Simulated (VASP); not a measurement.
Here is the system:

```
MoTe2
1.0
    1.73004    -2.99652     0.00000
    1.73004     2.99652     0.00000
    0.00000     0.00000    13.75076
Te Mo
4 2
Direct
  0.33333   0.66667   0.87934
  0.66667   0.33333   0.37934
  0.66667   0.33333   0.12066
  0.33333   0.66667   0.62066
  0.33333   0.66667   0.25000
  0.66667   0.33333   0.75000
```

These are optB86b-vdW, VASP's PBE PAW potentials (set 64) (plane waves; VASP) values and carry that method's errors. Numerical set-up: 520 eV cut-off, 7×7×2 Γ-centred mesh, Gaussian smearing of 0.050 eV, potentials Te Mo_sv.

The ions and cell shape at fixed volume are relaxed. Predict the relaxed structure.

```
MoTe2
1.0
    1.74206    -3.01733     0.00000
    1.74206     3.01733     0.00000
    0.00000     0.00000    13.56168
Te Mo
4 2
Cartesian
  1.74206   1.00578  11.99357
  1.74206  -1.00578   5.21273
  1.74206  -1.00578   1.56811
  1.74206   1.00578   8.34895
  1.74206   1.00578   3.39042
  1.74206  -1.00578  10.17126
```
Space group P6_3/mmc (194), at a tolerance of 0.03 Å.

How much energy does the relaxation gain?

The energy (σ→0) changes by -18.2 meV/atom, in 7 ionic steps.

The compound is MoTe2 in the 2H layered structure. This cell is one point of a volume scan, at 0.94 of the reference volume. Symmetry was kept, so distortions that lower it aren't found.
